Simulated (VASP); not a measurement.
VASP input:

File KPOINTS:
```
kpoints
0
G
 8 8 8
0 0 0
```

POSCAR:
```
PbO
1
    3.1582674355     0.0000000000     0.0000000000
    0.0000000000     3.1582674355     0.0000000000
    0.0000000000     0.0000000000     3.1582674355
Pb O
1 1
Direct
  0.0000000000   0.0000000000   0.0000000000
  0.5000000000   0.5000000000   0.5000000000
```

### INCAR
```
LASPH=.True.
ISMEAR=0   ! Gaussian
LCHARG=.False.
NELM=100
EDIFFG=-0.02   ! ionic stop
PREC=Accurate
SYSTEM=PbO
ALGO=Normal
ISIF=3   ! ions, shape and volume
NSW=40   ! most ionic steps
IBRION=2
GGA=PS   ! PBEsol
LREAL=.False.
LWAVE=.False.
ENCUT=620
EDIFF=1E-6   ! SCF stop (eV)
SIGMA=0.05
LMAXMIX=4   ! l cut-off of mixed one-centre charges
```

POTCAR, in this order: Pb_d O (PBE.64 set). Program: vasp_std.

Task: Write an equivalent input for Quantum ESPRESSO's pw.x.

Result: One equivalent input (not run):
```
&CONTROL
  calculation = 'vc-relax'
  pseudo_dir = './pseudo'
  outdir = './out'
  tprnfor = .true.
  tstress = .true.
  nstep = 40
  forc_conv_thr = 0.00078
/
&SYSTEM
  ibrav = 0
  nat = 2
  ntyp = 2
  ecutwfc = 84
  occupations = 'smearing'
  smearing = 'gaussian'
  degauss = 0.003675
  input_dft = 'pbesol'
/
&ELECTRONS
  conv_thr = 7.3e-08
  electron_maxstep = 100
/
&IONS
/
&CELL
/
ATOMIC_SPECIES
  Pb 207.200 Pb.upf
  O 15.999 O.upf
CELL_PARAMETERS angstrom
     3.1582674    0.0000000    0.0000000
     0.0000000    3.1582674    0.0000000
     0.0000000    0.0000000    3.1582674
ATOMIC_POSITIONS crystal
  Pb   0.0000000  0.0000000  0.0000000
  O    0.5000000  0.5000000  0.5000000
K_POINTS automatic
  8 8 8 0 0 0
```
Limits of the translation: the potentials are each code's own (VASP's PAW set, PseudoDojo norm-conserving files in pw.x), so ENCUT and ecutwfc are chosen apart and not converted; conv_thr bounds pw.x's estimated SCF error, while EDIFF bounds the energy change between steps; forc_conv_thr acts on force components and is met together with etot_conv_thr.

The structure was generated: PbO was put into the CsCl type type (Pm-3m), which need not be its known phase. It was relaxed first, which changed the volume by +50 %.
